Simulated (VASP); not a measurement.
Given:

```yaml
crystal:
  lattice:
    - [4.45757, 0.00000, 0.00000]
    - [0.00000, 4.45757, 0.00000]
    - [0.00000, 0.00000, 2.89736]
  atoms:
    - { symbol: Mn, position: [0.00000, 0.00000, 0.00000], spin: 2.6 }
    - { symbol: Mn, position: [0.50000, 0.50000, 0.50000], spin: -2.6 }
    - { symbol: O, position: [0.30493, 0.30493, 0.00000] }
    - { symbol: O, position: [0.80493, 0.19507, 0.50000] }
    - { symbol: O, position: [0.19507, 0.80493, 0.50000] }
    - { symbol: O, position: [0.69507, 0.69507, 0.00000] }
```

The numbers are results of revPBE GGA, VASP's PBE PAW potentials (set 64) (plane waves; VASP 6.6.1), not measurements. Numerical set-up: 520 eV cut-off, 8×8×12 Γ-centred mesh, tetrahedra with Blöchl corrections, potentials Mn_pv O.

Problem. Estimate the cell moment, energy per atom (σ→0), band gap (on the k-mesh) with the smallest direct gap where there is one.

Solution. 
| Property | Result |
|---|---|
| band gap (on the k-mesh) | none (metal, semimetal or under 0.01 eV) |
| cell moment | 0.00 μB |
| energy per atom (σ→0) | -7.618 eV/atom |

Problem. Give the moment on each site (PAW-sphere projection).

Solution. 
| site | moment (μB) |
|---|---|
| Mn1 | 2.58 |
| Mn2 | -2.58 |
| O3 | -0.05 |
| O4 | 0.05 |
| O5 | 0.05 |
| O6 | -0.05 |

Total energies compare only between runs with the same potentials, cut-off and functional.

The compound is MnO2 in the rutile structure. It was relaxed first.
